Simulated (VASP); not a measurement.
Computed with vdW-DF2, VASP's PBE PAW potentials (set 64) (plane waves; VASP).

VASP input:

**KPOINTS**
```
Automatic mesh
0
gamma
 5 5 3
```

**POSCAR**
```
CdSe
1
    2.2541015037    -3.9042180589    -0.0000000000
    2.2541015037     3.9042180589     0.0000000000
   -0.0000000000     0.0000000000     7.3645150149
Cd Se
2 2
Direct
  0.6666670000   0.3333330000   0.5001418601
  0.3333330000   0.6666670000   0.0001418601
  0.6666670000   0.3333330000   0.8758581399
  0.3333330000   0.6666670000   0.3758581399
```

**INCAR**
```
SYSTEM = CdSe
PREC = Accurate
ENCUT = 520
EDIFF = 1E-6
NELM = 100
ALGO = Normal
LREAL = .FALSE.
LASPH = .TRUE.
ISMEAR = 0
SIGMA = 0.05
GGA = ML
ZAB_VDW = -1.8867
LUSE_VDW = .TRUE.
AGGAC = 0.0
LMAXMIX = 4
LWAVE = .FALSE.
LCHARG = .FALSE.
IBRION = 2
ISIF = 3
NSW = 60
EDIFFG = -0.02
```

POTCAR, in this order: Cd Se (PBE.64 set). Program: vasp_std.

What does the run give for the energy per atom (σ→0)?

energy per atom (σ→0): -0.113 eV/atom

### OSZICAR
```
...
DAV:   7    -0.454142178732E+00    0.19053E-01   -0.47073E-01   512   0.375E+00    0.246E+00
DAV:   8    -0.454331483469E+00   -0.18930E-03   -0.34704E-02   464   0.189E+00    0.345E-01
DAV:   9    -0.453897434004E+00    0.43405E-03   -0.73240E-03   514   0.838E-01    0.809E-02
DAV:  10    -0.454050700854E+00   -0.15327E-03   -0.63515E-04   494   0.244E-01    0.534E-02
DAV:  11    -0.454098951491E+00   -0.48251E-04   -0.92471E-05   500   0.759E-02    0.159E-02
DAV:  12    -0.454093667641E+00    0.52838E-05   -0.35257E-05   500   0.324E-02    0.274E-03
DAV:  13    -0.454093248238E+00    0.41940E-06   -0.24563E-06   402   0.119E-02
   1 F= -.45409325E+00 E0= -.45379959E+00  d E =-.454093E+00
```

The compound is CdSe in the wurtzite structure. It was relaxed first, which changed the volume by +15 %. The start is the result of an earlier pass.
